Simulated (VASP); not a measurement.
OSZICAR of a VASP run on K (space group Im-3m):

**OSZICAR**
```
       N       E                     dE             d eps       ncg     rms          rms(c)
DAV:   1     0.262031913339E+02    0.26203E+02   -0.28615E+03  1232   0.563E+02
DAV:   2    -0.429890083376E+00   -0.26633E+02   -0.26492E+02  1176   0.164E+02
DAV:   3    -0.105024153196E+01   -0.62035E+00   -0.61953E+00  1944   0.209E+01
DAV:   4    -0.105640632733E+01   -0.61648E-02   -0.61628E-02  1712   0.174E+00
DAV:   5    -0.105645706090E+01   -0.50734E-04   -0.50733E-04  2032   0.105E-01    0.210E+00
DAV:   6    -0.105647676487E+01   -0.19704E-04   -0.10919E-03  1864   0.236E-01    0.128E+00
DAV:   7    -0.105680217684E+01   -0.32541E-03   -0.25925E-03  1800   0.370E-01    0.498E-02
DAV:   8    -0.105688311031E+01   -0.80933E-04   -0.11631E-04  1704   0.139E-01    0.135E-02
DAV:   9    -0.105688513417E+01   -0.20239E-05   -0.78347E-06  1904   0.218E-02    0.481E-03
DAV:  10    -0.105688514734E+01   -0.13178E-07   -0.22625E-06  1768   0.120E-02
   1 F= -.10568851E+01 E0= -.10435668E+01  d E =-.266367E-01
```

Task: Which electronic solver shows in the log?

Result: It is blocked Davidson (ALGO = Normal, or the opening steps of other solvers). The INCAR had ALGO = Normal.

Task: Can the final energy be trusted as converged?

Result: Self-consistency was reached. It stopped with EDIFF = 1E-6, NELM = 100 (PBE GGA, plane waves, VASP's PBE PAW potentials (set 64)).

The structure comes from a computed database's K entry; how it stands against other phases isn't given here. The cell was not relaxed at this level.
